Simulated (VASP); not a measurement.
# HfCl4 in VASP: settings compared

Aim: see how the results for HfCl4 move with the level of theory and the settings. Levels: PBE+D3(BJ), PBE, RPBE. Tasks: relaxation of the atoms, single point.

All numbers are computed with VASP 6.6.1; they aren't measurements. Logs are shortened: lines on timing, memory, paths and dates and some standing lists are left out, and cuts for length are marked.

## (1) The structure

The cell holds a molecule in a box, 5 atoms: a = 14.036 Å, b = 14.536 Å, c = 15.036 Å, α = 90.00°, β = 90.00°, γ = 90.00°.

## (2) Relaxation of the atoms, PBE+D3(BJ)

Contents of INCAR:

```
ALGO = Normal
EDIFF = 1E-6
EDIFFG = -0.03
ENCUT = 400
GGA = PE
IBRION = 2
ISIF = 2
ISMEAR = 0
ISYM = 0
IVDW = 12
LASPH = True
LCHARG = False
LREAL = False
LWAVE = False
NELM = 60
NSW = 120
PREC = Accurate
SIGMA = 0.01
```

Contents of KPOINTS:

```
k-points
0
Gamma
  1 1 1
```

Contents of POSCAR:

```
HfCl4
1.0
   14.0357389530      0.0000000000      0.0000000000
    0.0000000000     14.5357389530      0.0000000000
    0.0000000000      0.0000000000     15.0357389530
Hf Cl
1 4
Selective dynamics
Direct
    0.4999965333      0.5034335219      0.4999968914  F F F
    0.3631691164      0.4647768049      0.4324634652  T T T
    0.4780831403      0.5049473916      0.6478203177  T T T
    0.6131164425      0.4003983711      0.4653752391  T T T
    0.5456347675      0.6436428985      0.4543440866  T T T
```

Potentials or basis: VASP PAW PBE potentials, release 64 (Hf_pv, Cl).

Launch:

```sh
cat potpaw_PBE.64/Hf_pv/POTCAR potpaw_PBE.64/Cl/POTCAR > POTCAR
mpirun -np 1 vasp_gam > vasp.out
```

OUTCAR:

```text
EDIFF = 1E-6
   EDIFFG = -0.03
   ENCUT = 400
   GGA = PE
   IBRION = 2
   ISIF = 2
   ISMEAR = 0
   ISYM = 0
   IVDW = 12
   LASPH = True
   LREAL = False
   NELM = 60
   NSW = 120
   PREC = Accurate
 IVDW          = 12

 ion  position               nearest neighbor table
   1  0.500  0.503  0.500-   4 2.24   2 2.24   5 2.24   3 2.24
   2  0.363  0.465  0.432-   1 2.24
   3  0.478  0.505  0.648-   1 2.24
   4  0.613  0.400  0.465-   1 2.24
   5  0.546  0.644  0.454-   1 2.24

IMPORTANT INFORMATION: All symmetrisations will be switched off!
NOSYMM: (Re-)initialisation of all symmetry stuff for point group C_1.

----------------------------------------------------------------------------------------

                                     Primitive cell

  volume of cell :    3067.5890

  direct lattice vectors                    reciprocal lattice vectors
    14.035738953  0.000000000  0.000000000     0.071246694  0.000000000  0.000000000
     0.000000000 14.535738953  0.000000000     0.000000000  0.068795952  0.000000000
     0.000000000  0.000000000 15.035738953     0.000000000  0.000000000  0.066508204

  length of vectors
    14.035738953 14.535738953 15.035738953     0.071246694  0.068795952  0.066508204

  position of ions in fractional coordinates (direct lattice)
     0.499996533  0.503433522  0.499996891
     0.363169116  0.464776805  0.432463465
     0.478083140  0.504947392  0.647820318
     0.613116443  0.400398371  0.465375239
     0.545634767  0.643642898  0.454344087

  ion indices of the primitive-cell ions
   primitive index   ion index
                 1           1
                 2           2
                 3           3
                 4           4
                 5           5

----------------------------------------------------------------------------------------

 KPOINTS: k-points

Automatic generation of k-mesh.
 Grid dimensions read from file:
 generate k-points for:    1    1    1

 Generating k-lattice:

  Cartesian coordinates                     Fractional coordinates (reciprocal lattice)
     0.071246694  0.000000000  0.000000000     1.000000000  0.000000000  0.000000000
     0.000000000  0.068795952  0.000000000     0.000000000  1.000000000  0.000000000
     0.000000000  0.000000000  0.066508204     0.000000000  0.000000000  1.000000000

  Length of vectors
     0.071246694  0.068795952  0.066508204

  Shift w.r.t. Gamma in fractional coordinates (k-lattice)
     0.000000000  0.000000000  0.000000000

 Subroutine IBZKPT returns following result:
 ===========================================

 Found      1 irreducible k-points:

 Following reciprocal coordinates:
            Coordinates               Weight
  0.000000  0.000000  0.000000      1.000000
   k-points           NKPTS =      1   k-points in BZ     NKDIM =      1   number of bands    NBANDS=     23
   number of dos      NEDOS =    301   number of ions     NIONS =      5
   total plane-waves  NPLWV = 903168
   dimension x,y,z NGX =    96 NGY =   96 NGZ =   98
   dimension x,y,z NGXF=   192 NGYF=  192 NGZF=  196
   ions per type =               1   4
   NGX,Y,Z   is equivalent  to a cutoff of  11.37, 10.98, 10.84 a.u.
   NGXF,Y,Z  is equivalent  to a cutoff of  22.74, 21.96, 21.67 a.u.
 SYSTEM =  unknown system
   PREC   = accura    normal or accurate (medium, high low for compatibility)
   ISTART =      0    job   : 0-new  1-cont  2-samecut
   ICHARG =      2    charge: 1-file 2-atom 10-const
   ISPIN  =      1    spin polarized calculation?
   LNONCOLLINEAR =      F non collinear calculations
   LSORBIT =      F    spin-orbit coupling
   LASPH  =      T    aspherical Exc in radial PAW
   ENCUT  =  400.0 eV  29.40 Ry    5.42 a.u.  22.89 23.70 24.52*2*pi/ulx,y,z
   NELM   =     60;   NELMIN=  2; NELMDL= -5     # of ELM steps
   EDIFF  = 0.1E-05   stopping-criterion for ELM
   LREAL  =      F    real-space projection
   EDIFFG = -.3E-01   stopping-criterion for IOM
   NSW    =    120    number of steps for IOM
   IBRION =      2    ionic relax: 0-MD 1-quasi-New 2-CG
   NFREE  =      1    steps in history (QN), initial steepest desc. (CG)
   ISIF   =      2    stress and relaxation
   ISYM   =      0    0-nonsym 1-usesym 2-fastsym
   POTIM  = 0.5000    time-step for ionic-motion
   TEBEG  =    0.0;   TEEND  =   0.0 temperature during run
   PSTRESS=    0.0 pullay stress
   NELECT =      38.0000    total number of electrons
   NUPDOWN=      -1.0000    fix difference up-down
   EMIN   =  10.00;   EMAX   =-10.00  energy-range for DOS
   EFERMI =   0.00;   METHOD = LEGACY
   ISMEAR =     0;   SIGMA  =   0.01  broadening in eV -4-tet -1-fermi 0-gaus
   EFERMI_NEDOS =   21; number of points for ismear=-14 and -15
   IALGO  =     38    algorithm
   IMIX   =      4    mixing-type and parameters
     AMIX     =   0.40;   BMIX     =  1.00
     AMIX_MAG =   1.60;   BMIX_MAG =  1.00
  volume/ion in A,a.u.               =     613.52      4140.22
  Fermi-wavevector in a.u.,A,eV,Ry     =   0.378794  0.715818  1.952235  0.143485
  Thomas-Fermi vector in A             =   1.312368
   LORBIT       =      0    0 simple, 1 ext, 2 COOP (PROOUT), +10 PAW based schemes
   GGA     = PE    functional components
   LHFCALC =     F    Hartree Fock is set to
   AEXX    =    0.0000 exact exchange contribution
   IVDW    =    12    specifies the selected vdW correction
   LEPSILON=     F    determine dielectric tensor
   LRPA    =     F    only Hartree local field effects (RPA)
 conjugate gradient relaxation of ions
 non-spin polarized calculation
 Gauss-broadening in eV      SIGMA  =   0.01
  energy-cutoff  :      400.00
  volume of cell :     3067.59
 maximum number of plane-waves:     27838
 NGX is ok and might be reduce to    90
   NGX = 45   NGY = 47   NGZ = 49

--------------------------------------- Ionic step        1  -------------------------------------------

 number of electron      37.9999996 magnetization

 Free energy of the ion-electron system (eV)
  ---------------------------------------------------
  ext. energy  EPLUGINS =         0.00000000
  ---------------------------------------------------
  free energy    TOTEN  =       -26.00991494 eV

  energy without entropy =      -26.00991494  energy(sigma->0) =      -26.00991494

------------------------ aborting loop because EDIFF is reached ----------------------------------------

 Edisp (eV)   -0.20366

 E8    (eV) :    -0.0912

  FORCE on cell =-STRESS in cart. coord.  units (eV):
  Direction    XX          YY          ZZ          XY          YZ          ZX
  --------------------------------------------------------------------------------------
  -------------------------------------------------------------------------------------
  Total       3.82953     3.83025     3.83118    -0.00031     0.00014     0.00014
  in kB       2.00013     2.00051     2.00099    -0.00016     0.00007     0.00007
  external pressure =        2.00 kB  Pullay stress =        0.00 kB

 VOLUME and BASIS-vectors are now :
 -----------------------------------------------------------------------------
  energy-cutoff  :      400.00
  volume of cell :     3067.59
      direct lattice vectors                 reciprocal lattice vectors
    14.035738953  0.000000000  0.000000000     0.071246694  0.000000000  0.000000000
     0.000000000 14.535738953  0.000000000     0.000000000  0.068795952  0.000000000
     0.000000000  0.000000000 15.035738953     0.000000000  0.000000000  0.066508204

 POSITION                                       TOTAL-FORCE (eV/Angst)
 -----------------------------------------------------------------------------------
      7.01782      7.31778      7.51782        -0.000105      0.000681     -0.000093
      5.09735      6.75587      6.50241        -1.115521     -0.326211     -0.590248
      6.71025      7.33978      9.74046        -0.178370      0.012652      1.290764
      8.60554      5.82009      6.99726         0.922178     -0.870294     -0.301906
      7.65839      9.35583      6.83140         0.371818      1.183172     -0.398517
 -----------------------------------------------------------------------------------
    total drift:                                0.001748     -0.000262      0.000042

  FREE ENERGIE OF THE ION-ELECTRON SYSTEM (eV)
  ---------------------------------------------------
  free  energy   TOTEN  =       -26.2135783641 eV

  energy  without entropy=      -26.2135783641  energy(sigma->0) =      -26.21357836

--------------------------------------- Ionic step        2  -------------------------------------------

 number of electron      38.0000000 magnetization

 Free energy of the ion-electron system (eV)
  ---------------------------------------------------
  ext. energy  EPLUGINS =         0.00000000
  ---------------------------------------------------
  free energy    TOTEN  =       -26.17454313 eV

  energy without entropy =      -26.17454313  energy(sigma->0) =      -26.17454313

 E-fermi :  -7.9194     XC(G=0):  -0.6954

 val. band max:       -7.9957203230   @ k =   0.0000   0.0000   0.0000
 cond. band min:      -2.6369409601   @ k =   0.0000   0.0000   0.0000
 fundamental gap:      5.3587793629
 Fermi energy:        -7.9193597620

 k-point     1 :       0.0000    0.0000    0.0000
  band No.  band energies     occupation
      1     -36.9089      2.00000
      2     -36.9089      2.00000
      3     -36.9088      2.00000
      4     -20.6083      2.00000
      5     -20.2996      2.00000
      6     -20.2992      2.00000
[... 15 lines left out ...]
     22      -1.8657      0.00000
     23      -1.8656      0.00000

------------------------ aborting loop because EDIFF is reached ----------------------------------------

 Edisp (eV)   -0.19555

 E8    (eV) :    -0.0875

  FORCE on cell =-STRESS in cart. coord.  units (eV):
  Direction    XX          YY          ZZ          XY          YZ          ZX
  --------------------------------------------------------------------------------------
  -------------------------------------------------------------------------------------
  Total      -0.08041    -0.07797    -0.07719     0.00022    -0.00030    -0.00031
  in kB      -0.04200    -0.04072    -0.04031     0.00012    -0.00015    -0.00016
  external pressure =       -0.04 kB  Pullay stress =        0.00 kB

 VOLUME and BASIS-vectors are now :
 -----------------------------------------------------------------------------
  energy-cutoff  :      400.00
  volume of cell :     3067.59
      direct lattice vectors                 reciprocal lattice vectors
    14.035738953  0.000000000  0.000000000     0.071246694  0.000000000  0.000000000
     0.000000000 14.535738953  0.000000000     0.000000000  0.068795952  0.000000000
     0.000000000  0.000000000 15.035738953     0.000000000  0.000000000  0.066508204

 POSITION                                       TOTAL-FORCE (eV/Angst)
 -----------------------------------------------------------------------------------
      7.01782      7.31778      7.51782         0.000299     -0.000096     -0.000189
      5.04353      6.74014      6.47393         0.003025      0.000697      0.001981
      6.70165      7.34039      9.80273         0.000763     -0.000300     -0.003721
      8.65003      5.77810      6.98270        -0.003086      0.002638      0.001046
      7.67632      9.41290      6.81217        -0.001000     -0.002938      0.000883
 -----------------------------------------------------------------------------------
    total drift:                               -0.000043      0.000566     -0.000745

  FREE ENERGIE OF THE ION-ELECTRON SYSTEM (eV)
  ---------------------------------------------------
  free  energy   TOTEN  =       -26.3700917077 eV

  energy  without entropy=      -26.3700917077  energy(sigma->0) =      -26.37009171

 reached required accuracy - stopping structural energy minimisation
```

Wall time 5.1 min (1 thread of Intel Xeon Platinum 8375C at 2.90GHz (Ice Lake), shared host); peak memory 1.5 GiB.

Results:

- Free energy: -26.3701 eV
- Energy gained by relaxing: 31.3 meV/atom
- Ionic steps: 2
- Gap between the frontier levels: 5.36 eV
- Dispersion energy per atom: -0.039 eV

Step by step:
```
step  energy change (eV)  largest force (eV/Å)  pressure (GPa)
   1              0.0000                1.3035            0.20
   2             -0.1565                0.0042            0.00
```

Final structure:
```
Hf Cl
1.0
    14.03574    0.00000    0.00000
     0.00000   14.53574    0.00000
     0.00000    0.00000   15.03574
Hf Cl
1 4
Direct
  0.50000 0.50343 0.50000
  0.35933 0.46369 0.43057
  0.47747 0.50499 0.65196
  0.61629 0.39751 0.46441
  0.54691 0.64757 0.45307
```

Levels at points of the mesh, in eV from the valence-band top:
```csv
k point,band 16,band 17,band 18,band 19,band 20,band 21,band 22,band 23
"(0.00, 0.00, 0.00)",-0.55,0.00,0.00,0.00,5.36,5.36,6.13,6.13
```

Caveat: spin-orbit coupling is left out, which moves the levels of the heavy elements.

## (3) Single point, PBE

Contents of INCAR:

```
ALGO = Normal
EDIFF = 1E-6
ENCUT = 400
GGA = PE
ISIF = 2
ISMEAR = 0
ISYM = 0
LASPH = True
LCHARG = False
LREAL = False
LWAVE = False
NBANDS = 27
NELM = 60
PREC = Accurate
SIGMA = 0.01
```

KPOINTS is that of step 2.

Contents of POSCAR:

```
HfCl4                                   
1.0
   14.0357389530      0.0000000000      0.0000000000
    0.0000000000     14.5357389530      0.0000000000
    0.0000000000      0.0000000000     15.0357389530
  Hf              Cl            
     1     4
Selective dynamics
Direct
     0.4999965332999992    0.5034335218999999    0.4999968914000021   F   F   F
     0.3593349257113573    0.4636941426053553    0.4305696365705056   T   T   T
     0.4774700589980844    0.5049893816623121    0.6519617748462556   T   T   T
     0.6162860885984364    0.3975099538677884    0.4644065634654810   T   T   T
     0.5469127531447759    0.6475697272942381    0.4530654316724682   T   T   T
```

Potentials or basis: VASP PAW PBE potentials, release 64 (Hf_pv, Cl).

Launch:

```sh
cat potpaw_PBE.64/Hf_pv/POTCAR potpaw_PBE.64/Cl/POTCAR > POTCAR
mpirun -np 1 vasp_gam > vasp.out
```

Run time: 3.5 min. Hardware: 1 thread of Intel Xeon Platinum 8375C at 2.90GHz (Ice Lake), shared host; peak memory 1.3 GiB.

It converged, with:

| Property | Result |
| --- | --- |
| Free energy | -26.1745 eV |
| Largest force | 0.029 eV/Å |
| Gap between the frontier levels | 5.36 eV |

Forces in eV/Å, atoms in the order of the input:
```
Hf   0.000  0.000  0.000
Cl  -0.024 -0.007 -0.013
Cl  -0.004  0.000  0.028
Cl   0.020 -0.019 -0.006
Cl   0.008  0.026 -0.009
```

Levels at points of the mesh, in eV from the valence-band top:
```tsv
k point	band 17	band 18	band 19	band 20	band 21	band 22
(0.00, 0.00, 0.00)	0.00	0.00	0.00	5.36	5.36	6.13
```

Caveat: spin-orbit coupling is left out, which moves the levels of the heavy elements. As with any semilocal functional, this PBE gap is likely too small.

(Continued in part 2 of 2.)
